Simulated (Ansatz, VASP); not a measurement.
## Ti: VASP beside Ansatz

One calculation is typed for both programs; each brings its own data sets. How far apart do they land? Of the first pair: The structure shown is the end of the Ansatz relaxation below.

Calculated with Ansatz 0.2.0; plane waves, with VASP 6.6.1 beside it; single point at PBEsol and relaxation of cell and atoms at PBEsol.

## 1. The structure

The structure is hexagonal, space group P6_3/mmc (No. 194). Conventional cell: a = 2.901 Å, b = 2.901 Å, c = 4.589 Å, α = 90.00°, β = 90.00°, γ = 120.00°. Nearest to Ti lie 12 Ti at 2.84 to 2.90 Å.

## 2. Ansatz: relaxation, PBEsol

Ansatz runs on its PAW soft_1 files.

This run makes the geometry at which the two programs are then compared.

File input.yaml:

```yaml
crystal:
  lattice:
    - [2.900964, 0.0, 0.0]
    - [-1.450482, 2.5123085195, 0.0]
    - [0.0, 0.0, 4.58865]
  atoms:
    - { symbol: Ti, position: [0.3333333, 0.6666667, 0.75] }
    - { symbol: Ti, position: [0.6666667, 0.3333333, 0.25] }
kpoints:
  mp_grid: { grid: [17, 17, 10] }
scf:
  occupations: { method: fermi_dirac, width: 0.05 }
hamiltonian:
  xc: pbesol
  pseudopotentials: { kind: paw, azcp: { folder: soft_1 }, xc_functional: pbe }
basis:
  ecutwfc: 600
output:
  forces: true
  stress: true
relax:
  f_tol: 0.005
  max_steps: 70
  cell: { stress_tol: 0.02, p_target: 0, fix: [a, b, alpha, beta, gamma] }
```

Launch:

```bash
ansatz run input.yaml --threads 4 --pin off --max-ram 10240MiB --backend cpu --events-out ev --progress --plain --runs-dir out
```

Numbers of over 12 decimals in the logs are rounded to 6 here.

Output:

```text
Engine: ansatz 0.2.0, aarch64-unknown-linux-gnu
Pseudopotentials: kind: paw
Pseudopotential: Ti, paw, valence charge 12, recommended cutoff 420 eV (normal), soft_1/Ti.paw.azcp
Functional definition: PBEsol
  exchange = pbesol_x
  correlation = pbesol_c
Crystal: 2 atoms, lattice volume = 33.443 Å³
Basis set: ecut = 600 eV, 1093 PW (Γ), exchange–correlation on 48×48×80 points (8 copies of the dense FFT grid, shifted against one another)
Bands: 16, of which v1, the nominal top of the filled ones, is band 12 counted from 1 (11 counted from 0)
Symmetry: 24 space group operations
Space group: P63/mmc (ITA 194), of the structure as read, at distance tolerance 3.2e-5 Å
k-points: 198 of 2890
Non-local potential: Ti, projectors of the file, l = 0: 3, l = 1: 2, l = 2: 3, l = 3: 1
PAW form: soft (Blöchl's): semilocal exchange-correlation on the pseudo side does not see the compensation charge
PAW frozen core: Ti, regenerated for the run's functional, and the local potential with it (the file was generated under x = pbe(κ = 0.804, μ = 0.219515), c = pbe(β = 0.066725))
PAW one-centre angular grid: Ti, 590 points (default); XC on 64 Gauss nodes
Initial density: superposition of atomic densities (chi_scale 0.1, normalization cell)
Initial wavefunctions: pseudopotential atomic-orbital guess
Functional: x = pbesol(κ = 0.804, μ = 0.123457), c = pbesol(β = 0.046)
SCF iter   1: F=—  HF=-4948.281155 eV  |F-HF|=—  |Δ(HF+E_count)|=         —  Δρ=6.43e-2  dr2=1.41e0  ethr=3.10e-3  ⟨swp⟩=3.9  Hψ=12843  notcnv=0
preconditioner: auto → none  [metal: Δε(μ)=0.008 eV  Ē_g=3.256 eV  σ=0.050 eV  W_gap=0.04  n_scr=8 (ndim 8)  ℏωp=18.2 eV  f_vac=0.000  D(μ)=1.57/eV (n_scr^D=22)  sad-step TF]
SCF iter   2: F=—  HF=-4947.928791 eV  |F-HF|=—  |Δ(HF+E_count)|=   3.52e-1  Δρ=3.21e-2  dr2=3.73e-1  ethr=3.10e-3  ⟨swp⟩=2.5  Hψ=6405  notcnv=0
SCF iter   3: F=—  HF=-4947.811309 eV  |F-HF|=—  |Δ(HF+E_count)|=   1.17e-1  Δρ=1.92e-3  dr2=5.76e-4  ethr=1.56e-3  ⟨swp⟩=2.4  Hψ=5207  notcnv=0
SCF iter   4: F=—  HF=-4947.811997 eV  |F-HF|=—  |Δ(HF+E_count)|=   6.87e-4  Δρ=2.42e-4  dr2=1.13e-5  ethr=2.40e-6  ⟨swp⟩=2.4  Hψ=6379  notcnv=0
SCF iter   5: F=—  HF=-4947.812011 eV  |F-HF|=—  |Δ(HF+E_count)|=   1.43e-5  Δρ=6.38e-5  dr2=8.19e-7  ethr=4.72e-8  ⟨swp⟩=2.0  Hψ=3937  notcnv=0
SCF iter   6: F=-4947.812011 eV  HF=-4947.812011 eV  |F-HF|=1.37e-8  |Δ(HF+E_count)|=   3.19e-7  Δρ=9.87e-6  dr2=1.88e-8  ethr=4.17e-10  ⟨swp⟩=4.0  Hψ=9999  notcnv=0
SCF 1 converged in 6 iterations: F = -4947.812011 eV  dr2 = 1.88e-8
  greatest PAW one-centre occupation: 0.999 electrons in one spin orbital (limit 2), on the Ti atom at site 1 (counted from 0), in its partial waves of l = 0
relax step   1: F+E_penalty+E_count = -4947.81201062 eV  Δ(F+E_penalty+E_count) = +0.000e0 eV  max|allowed force component| = 1.480e-16 eV/Å  Δτ_max = 0.0000 Å  P = -0.007 GPa  Ω = 33.443 Å³  fix = [a, b, alpha, beta, gamma]  reactions: a -0.020, b -0.020 GPa  (6 SCF iters, dr2 threshold 1.00e-7 eV, accepted)
Initial density: handed on by an earlier stage of this run
Initial wavefunctions: pseudopotential atomic-orbital guess (no wavefunctions were taken with the density)
iter 1 solved again at ethr=9.20e-10 eV; its pass at ethr=3.10e-3 eV (dr2=2.21e-7 eV) is discarded
SCF iter   1: F=—  HF=-4947.812011 eV  |F-HF|=—  |Δ(HF+E_count)|=         —  Δρ=9.88e-6  dr2=1.89e-8  ethr=9.20e-10  ⟨swp⟩=3.0  Hψ=22679  notcnv=0
preconditioner: auto → none  [metal: Δε(μ)=0.009 eV  Ē_g=2.925 eV  σ=0.050 eV  W_gap=0.04  n_scr=8 (ndim 8)  ℏωp=18.2 eV  f_vac=0.000  D(μ)=1.99/eV (n_scr^D=22)]
SCF iter   2: F=—  HF=-4947.812011 eV  |F-HF|=—  |Δ(HF+E_count)|=   6.53e-7  Δρ=2.19e-6  dr2=8.08e-10  ethr=7.86e-11  ⟨swp⟩=2.9  Hψ=5538  notcnv=0
SCF iter   3: F=—  HF=-4947.812011 eV  |F-HF|=—  |Δ(HF+E_count)|=  1.89e-10  Δρ=4.29e-7  dr2=1.25e-11  ethr=3.37e-12  ⟨swp⟩=2.9  Hψ=5587  notcnv=0
iter 4 did not close the SCF: its close was put off for the readings that it lacked (scf_convergence_deferred on its scf_iter line)
SCF iter   4: F=-4947.812011 eV  HF=-4947.812011 eV  |F-HF|=1.82e-12  |Δ(HF+E_count)|=  2.00e-11  Δρ=1.07e-7  dr2=2.76e-12  ethr=1.00e-12  ⟨swp⟩=1.0  Hψ=3168  notcnv=0
iter 5 did not close the SCF: its close was put off for the readings that it lacked (scf_convergence_deferred on its scf_iter line)
SCF iter   5: F=-4947.812011 eV  HF=-4947.812011 eV  |F-HF|=9.09e-13  |Δ(HF+E_count)|=  9.09e-13  Δρ=1.27e-8  dr2=1.91e-14  ethr=1.00e-12  ⟨swp⟩=1.0  Hψ=3168  notcnv=0
iter 6 did not close the SCF: its close was put off for the readings that it lacked (scf_convergence_deferred on its scf_iter line)
SCF iter   6: F=-4947.812011 eV  HF=-4947.812011 eV  |F-HF|=1.82e-12  |Δ(HF+E_count)|=  9.09e-13  Δρ=9.94e-10  dr2=9.85e-17  ethr=1.00e-12  ⟨swp⟩=1.0  Hψ=3168  notcnv=0
iter 7 did not close the SCF: its close was put off for the readings that it lacked (scf_convergence_deferred on its scf_iter line)
SCF iter   7: F=-4947.812011 eV  HF=-4947.812011 eV  |F-HF|=0.00e0  |Δ(HF+E_count)|=    0.00e0  Δρ=1.57e-10  dr2=3.47e-18  ethr=1.00e-12  ⟨swp⟩=1.0  Hψ=3168  notcnv=0
SCF iter   8: F=-4947.812011 eV  HF=-4947.812011 eV  |F-HF|=0.00e0  |Δ(HF+E_count)|=  1.82e-12  Δρ=1.69e-11  dr2=2.25e-20  ethr=1.00e-12  ⟨swp⟩=1.0  Hψ=7128  notcnv=0
SCF 2 converged in 8 iterations: F = -4947.812011 eV  dr2 = 2.25e-20
relax step   2: F+E_penalty+E_count = -4947.81201062 eV  Δ(F+E_penalty+E_count) = -5.571e-9 eV  max|allowed force component| = 1.573e-16 eV/Å  Δτ_max = 0.0000 Å  P = -0.007 GPa  Ω = 33.443 Å³  fix = [a, b, alpha, beta, gamma]  reactions: a -0.020, b -0.020 GPa  stress off target by 1.80e-2 GPa on what of the cell is left free  SCF on the basis re-selected at this cell (its energy is not comparable with the rows above)  (8 SCF iters)
basis re-selected at this cell: Δ(F+E_penalty+E_count) = -5.571e-9 eV, ΔP = +0.000 GPa vs the last step (what re-selecting the basis moved, of the pressure what is left beyond the Pulay correction that the steps carried, after the strain that the cell walked since its last selection, with what the two solves' SCF thresholds leave and, on support functions, any second-order correction that the steps lacked; it is no m [...]
SCF converged after 8 iterations
Free energy (F): -4947.812011 eV
Harris-Foulkes:  -4947.812011 eV  (|F-HF|=0.00e0)
Internal energy: -4947.795149 eV  (E = F + TS)
E sigma→0 (E₀):  -4947.803580 eV
Entropy (-TS):   -0.016862 eV (-8.431 meV/atom)
Fermi energy:    13.771180 eV
--- Per-component energies (eV) ---
  E_band       = -302.343181
  E_kinetic    = 563.579062
  E_local      = -1704.953410  (includes V_loc(G=0)·N_el)
  E_nonlocal   = 123.896139
  E_hartree    = 676.680830
  E_xc         = -230.848627
  E_vxc        = -290.433527  (∫ρ·V_xc dr)
  E_paw        = -2034.820478  (= ΣΔE_a)
  E_vpaw       = -347.793073  (= ΣTr[D̂ρ^β])
  E_aug_tail   = -0.000033  (compensation charges beyond the density's cutoff)
  E_ewald      = -2341.607401
  E_core_change = 0.278769  (= ΣΔE_core)
  E_smearing   = -0.016862  (= −TS)
  E_closure    = -0.000000  (closes the sum)
  Σ components = -4947.812011   (vs F -4947.812011, Δ=0.00e0)
--- Forces (eV/Å), atoms counted from 1 ---
  atom   1  Ti     0.00000000    -0.00000000     0.00000000
  atom   2  Ti     0.00000000     0.00000000     0.00000000
  max |Σ_I F_I| component: 1.48e-16 eV/Å
--- Stress (GPa, compression-positive) ---
       -0.019736       0.000000       0.000000
        0.000000      -0.019736       0.000000
        0.000000       0.000000       0.017989
  P = ⅓ Tr σ = -0.0072 GPa (-0.072 kbar)
--- Relaxed structure (1 steps of the walk, 1 accepted, 1 SCFs on fresh bases) ---
  F+E_penalty+E_count = -4947.81201062 eV   max|allowed force component| = 1.573e-16 eV/Å   (the final SCF, on the basis selected at the relaxed cell)
  cell:  # Å, volume = 33.4426 Å³
    - [2.900964, 0.0, 0.0]
    - [-1.450482, 2.512309, 0.0]
    - [0.0, 0.0, 4.58865]
  atoms:
    - { symbol: Ti, position: [0.333333, 0.666667, 0.75] }
    - { symbol: Ti, position: [0.666667, 0.333333, 0.25] }
```

The column dr2 measures how far the density is from self-consistency, as an energy; F and HF (Harris–Foulkes) agree once it is small.

## 3. VASP: single point, PBEsol, pair 1

The same cell, functional, mesh and smearing now go to VASP, with its own data sets.

Lines of VASP's logs that name or quote its potential files are left out, and so is its time.

File INCAR:

```
SYSTEM = Ti
PREC = Accurate
ENCUT = 500
EDIFF = 1E-06
NELM = 120
ISMEAR = -1
SIGMA = 0.05
LREAL = .FALSE.
ALGO = Normal
GGA = PS
NBANDS = 18
LASPH = .TRUE.
LORBIT = 11
LWAVE = .FALSE.
LCHARG = .FALSE.
ISIF = 2
GGA_COMPAT = .FALSE.
KPAR = 2
```

File POSCAR:

```
Ti
1.0
    2.9009640000      0.0000000000      0.0000000000
   -1.4504820000      2.5123085195      0.0000000000
    0.0000000000      0.0000000000      4.5886500000
Ti
2
Direct
    0.3333333333      0.6666666667      0.7500000000
    0.6666666667      0.3333333333      0.2500000000
```

File KPOINTS:

```
Automatic mesh
0
Gamma
17 17 10
0 0 0
```

The projector-augmented-wave data sets are Ti_sv (PBE family, release 64).

Launch:

```bash
mpirun -np 2 vasp_std
```

Output:

```text
[banner, memory and clock lines left out]
running    2 mpi-ranks, on    1 nodes
 distrk:  each k-point on    1 cores,    2 groups
 distr:  one band on    1 cores,    1 groups

 POSCAR found type information on POSCAR Ti
 POSCAR found :  1 types and       2 ions
|                                                                             |
|               ----> ADVICE to this user running VASP <----                  |
|                                                                             |
|     You enforced a specific xc type in the INCAR file but a different       |
|     [... a line on the potential file left out ...]
|     I HOPE YOU KNOW WHAT YOU ARE DOING!                                     |
|                                                                             |

 LDA part: xc-table for (Slater+PW92), standard interpolation
 POSCAR, INCAR and KPOINTS ok, starting setup
 FFT: planning ... GRIDC
 FFT: planning ... GRID_SOFT
 FFT: planning ... GRID
 WAVECAR not read
 entering main loop
       N       E                     dE             d eps       ncg     rms          rms(c)
DAV:   1     0.253686029422E+03    0.25369E+03   -0.12907E+04  7144   0.163E+03
DAV:   2     0.105412654266E+02   -0.24314E+03   -0.23999E+03  7264   0.451E+02
DAV:   3    -0.177222168865E+02   -0.28263E+02   -0.27973E+02 13438   0.126E+02
DAV:   4    -0.188661960807E+02   -0.11440E+01   -0.11427E+01  8184   0.266E+01
DAV:   5    -0.189227196162E+02   -0.56524E-01   -0.56514E-01 11172   0.416E+00    0.129E+01
DAV:   6    -0.166921156133E+02    0.22306E+01   -0.79841E+00  8348   0.299E+01    0.320E+00
DAV:   7    -0.166673552513E+02    0.24760E-01   -0.87670E-01 10884   0.712E+00    0.210E+00
DAV:   8    -0.166962317018E+02   -0.28876E-01   -0.23520E-01  8270   0.589E+00    0.764E-01
DAV:   9    -0.166865400668E+02    0.96916E-02   -0.55267E-02  8434   0.250E+00    0.720E-02
DAV:  10    -0.166869432807E+02   -0.40321E-03   -0.31079E-03 10490   0.379E-01    0.976E-02
DAV:  11    -0.166870024025E+02   -0.59122E-04   -0.24432E-04  8372   0.121E-01    0.359E-02
DAV:  12    -0.166869943565E+02    0.80459E-05   -0.38280E-05  8950   0.545E-02    0.695E-03
DAV:  13    -0.166869944128E+02   -0.56270E-07   -0.13319E-06  5512   0.111E-02
   1 F= -.16686994E+02 E0= -.16678517E+02  d E =-.169547E-01
```

Parts of OUTCAR (step 3):

```text
ion  position               nearest neighbor table
   1  0.333  0.667  0.750-   2 2.84   2 2.84   2 2.84   2 2.84   2 2.84   2 2.84
   2  0.667  0.333  0.250-   1 2.84   1 2.84   1 2.84   1 2.84   1 2.84   1 2.84

  LATTYP: Found a hexagonal cell.
 ALAT       =     2.9009640000
 C/A-ratio  =     1.5817673022

 Subroutine GETGRP returns: Found 24 space group operations
 (whereof 12 operations were pure point group operations)

The static configuration has the point symmetry D_3d.
 The point group associated with its full space group is D_6h.

 Found    198 irreducible k-points:

   k-points           NKPTS =    198   k-points in BZ     NKDIM =    198   number of bands    NBANDS=     18

   dimension x,y,z NGX =    24 NGY =   24 NGZ =   36
   dimension x,y,z NGXF=    48 NGYF=   48 NGZF=   72

   ENCUT  =  500.0 eV  36.75 Ry    6.06 a.u.   5.29  5.29  8.37*2*pi/ulx,y,z

   NELECT =      24.0000    total number of electrons

 k-points in reciprocal lattice and weights: Automatic mesh
   0.00000000  0.00000000  0.00000000       0.000
   0.05882353  0.00000000  0.00000000       0.002
   0.11764706  0.00000000  0.00000000       0.002
   0.17647059  0.00000000  0.00000000       0.002
   0.23529412  0.00000000  0.00000000       0.002
   0.29411765  0.00000000  0.00000000       0.002
   0.35294118  0.00000000  0.00000000       0.002
   0.41176471  0.00000000  0.00000000       0.002
   0.47058824  0.00000000  0.00000000       0.002
[...]
0.29411765  0.29411765  0.50000000       0.002
   0.35294118  0.29411765  0.50000000       0.002

 average (electrostatic) potential at core
       1 -71.8132       2 -71.8132

 E-fermi :   8.6198

 k-point     1 :       0.0000    0.0000    0.0000
  band No.  band energies     occupation
    ...
      6     -23.8756      2.00000
      7     -23.8427      2.00000
      8     -23.8427      2.00000
      9       2.3146      2.00000
     10       5.8258      2.00000
     11       9.4060      0.00000
     12       9.4060      0.00000
     13       9.5163      0.00000
     14       9.5436      0.00000
     15       9.9376      0.00000
    ...

 k-point     2 :       0.0588    0.0000    0.0000
  band No.  band energies     occupation
    ...
      6     -23.8793      2.00000
      7     -23.8615      2.00000
      8     -23.8450      2.00000
      9       2.4159      2.00000
     10       5.9067      2.00000
     11       9.1936      0.00002
     12       9.3019      0.00000
     13       9.4785      0.00000
     14       9.7129      0.00000
     15       9.8853      0.00000
    ...

 k-point     3 :       0.1176    0.0000    0.0000
  band No.  band energies     occupation
    ...
      6     -23.9148      2.00000
      7     -23.8905      2.00000
      8     -23.8518      2.00000
      9       2.7131      2.00000
     10       6.1333      2.00000
     11       8.8201      0.03580
     12       8.8703      0.01326
     13       9.6920      0.00000
     14       9.7176      0.00000
     15       9.9625      0.00000
    ...

  Total       -0.0644380     -0.0644380     -0.0565668      0.0000000     -0.0000000      0.0000000
  in kB       -3.0871099     -3.0871099     -2.7100161      0.0000000     -0.0000000      0.0000000
  external PRESSURE =      -2.9614120 kB  Pullay stress =       0.0000000 kB

  energy-cutoff  :      500.00
  volume of cell :       33.44
      direct lattice vectors                 reciprocal lattice vectors
     2.900964000  0.000000000  0.000000000     0.344712999  0.199020143  0.000000000
    -1.450482000  2.512308519  0.000000000     0.000000000  0.398040285  0.000000000
     0.000000000  0.000000000  4.588650000     0.000000000  0.000000000  0.217929021

 POSITION                                       TOTAL-FORCE (eV/Angst)
 -----------------------------------------------------------------------------------
     -0.00000      1.67487      3.44149         0.000000     -0.000000      0.000000
      1.45048      0.83744      1.14716        -0.000000      0.000000      0.000000
 -----------------------------------------------------------------------------------
    total drift:                                0.000000     -0.000000      0.000000

  FREE ENERGIE OF THE ION-ELECTRON SYSTEM (eV)
  ---------------------------------------------------
  free  energy   TOTEN  =       -16.6869944128 eV

  energy  without entropy=      -16.6700397106  energy(sigma->0) =      -16.67851706

 total charge
# of ion       s       p       d       tot
------------------------------------------
    1        2.259   6.129   1.911  10.300
    2        2.259   6.129   1.911  10.300
--------------------------------------------------
tot          4.519  12.258   3.823  20.599

[... 3 further parts left out ...]
```

The run ends at a pressure of -0.30 GPa.

## 4. Comparison

Known differences besides the potentials themselves: the cutoff is 600 eV in Ansatz and 500 eV in VASP; Ansatz makes its cores anew for this functional, VASP keeps those of its PBE data sets; Ansatz's pressure holds a Pulay correction, VASP's none. Total energies have different zeros and are not compared.

The two programs side by side:

```
      quantity  Ansatz   VASP  difference
pressure (GPa)   -0.01  -0.30       +0.29
```

## 5. Ansatz: relaxation, PBEsol

This run makes the geometry at which the two programs are then compared. The cell compared in this pair holds 32.32 Å³, against 33.44 Å³ for the pair before.

The structure compared here is the end of the Ansatz relaxation.

Edit input.yaml of step 2 so:

```diff
@@ -2,5 +2,5 @@
   lattice:
-    - [2.900964, 0.0, 0.0]
-    - [-1.450482, 2.5123085195, 0.0]
-    - [0.0, 0.0, 4.58865]
+    - [2.81393508, 0.0, 0.0]
+    - [-1.40696754, 2.4369392639, 0.0]
+    - [0.0, 0.0, 4.6712457]
   atoms:
```

Launch:

```bash
ansatz run input.yaml --threads 4 --pin off --max-ram 10240MiB --backend cpu --events-out ev --progress --plain --runs-dir out
```

Output:

```text
[...]
Crystal: 2 atoms, lattice volume = 32.033 Å³
Basis set: ecut = 600 eV, 1099 PW (Γ), exchange–correlation on 48×48×80 points (8 copies of the dense FFT grid, shifted against one another)
Bands: 16, of which v1, the nominal top of the filled ones, is band 12 counted from 1 (11 counted from 0)
Symmetry: 24 space group operations
[...]
k-points: 198 of 2890
[...]
0.000000       6.373703       0.000000
        0.000000       0.000000      -0.002509
  P = ⅓ Tr σ = 4.2483 GPa (42.483 kbar)
--- Relaxed structure (3 steps of the walk, 3 accepted, 1 SCFs on fresh bases) ---
[...]
cell:  # Å, volume = 32.3213 Å³
    - [2.813935, 0, 0.0]
    - [-1.406968, 2.436939, 0.0]
    - [0.0, 0.0, 4.713353]
  atoms:
    - { symbol: Ti, position: [0.333333, 0.666667, 0.75] }
    - { symbol: Ti, position: [0.666667, 0.333333, 0.25] }
[key lines of the parts left out:]
SCF converged after 8 iterations
Free energy (F): -4947.772324 eV
Fermi energy:    14.301238 eV
```

(Continued in part 2 of 2.)

[Lines on the potential files, build, host, timing and source positions are cut from VASP's logs without a mark.]

[Logs are printed without paths, hosts, clocks, repeated set-up lines and the standing remarks that a program may print on its own settings, such as how far it seeks lower states.]

[Hosts, paths, dates, database ids (printed as entryN), source tags and the programs' standing remarks are cut or masked in the printed files.]
